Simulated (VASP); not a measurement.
A convergence study with VASP on P (black): one setting is varied, all else stays as given below, so the limit is that of these other settings.

```
CELL_PARAMETERS angstrom
      1.65500    -5.24000     0.00000
      1.65500     5.24000     0.00000
      0.00000     0.00000     4.38000
ATOMIC_POSITIONS crystal
  P  0.10170 0.89830 0.91940
  P  0.39830 0.60170 0.41940
  P  0.60170 0.39830 0.58060
  P  0.89830 0.10170 0.08060
```

Calculation: PBE GGA, VASP's PBE PAW potentials (set 64) (plane waves; VASP 6.6.1). The tightest run used: 550 eV cut-off, 12×12×9 Monkhorst-Pack mesh, Gaussian smearing of 0.050 eV, potentials P.

The settings run are 1×1×1 mesh; 2×2×2 mesh; 3×3×2 mesh; 4×4×3 mesh; 5×5×4 mesh; 6×6×4 mesh; 7×7×5 mesh; 8×8×6 mesh; 9×9×7 mesh; 10×10×8 mesh; 11×11×8 mesh; 12×12×9 mesh. From which on does the energy per atom stay within 0.001 eV/atom of the tightest run?

From 8×8×6 mesh on: it is off by 0.0003 there and by no more than 0.001 in any finer run, while 7×7×5 mesh is off by 0.0019.
```csv
setting,E (eV/atom),pressure (GPa),largest force (eV/Å),irreducible k-points,difference judged (eV/atom)
1×1×1 mesh,-4.2169,11.68,3.000,1,1.1498
2×2×2 mesh,-5.1532,4.36,0.864,2,0.2135
3×3×2 mesh,-5.3072,2.72,0.244,4,0.0595
4×4×3 mesh,-5.3367,2.19,0.012,12,0.0300
5×5×4 mesh,-5.3623,1.89,0.048,18,0.0044
6×6×4 mesh,-5.3664,1.85,0.058,24,0.0003
7×7×5 mesh,-5.3648,1.90,0.048,48,0.0019
8×8×6 mesh,-5.3670,1.89,0.063,60,0.0003
9×9×7 mesh,-5.3664,1.89,0.056,100,0.0003
10×10×8 mesh,-5.3669,1.89,0.062,120,0.0002
11×11×8 mesh,-5.3669,1.89,0.062,144,0.0002
12×12×9 mesh,-5.3667,1.88,0.062,210,0.0000
```

Left out are rungs that failed or repeat a setting and relaxations that didn't move; long series are thinned to 24 rows.

The compound is P in the black structure. The cell was not relaxed at this level, forces remain on its atoms.
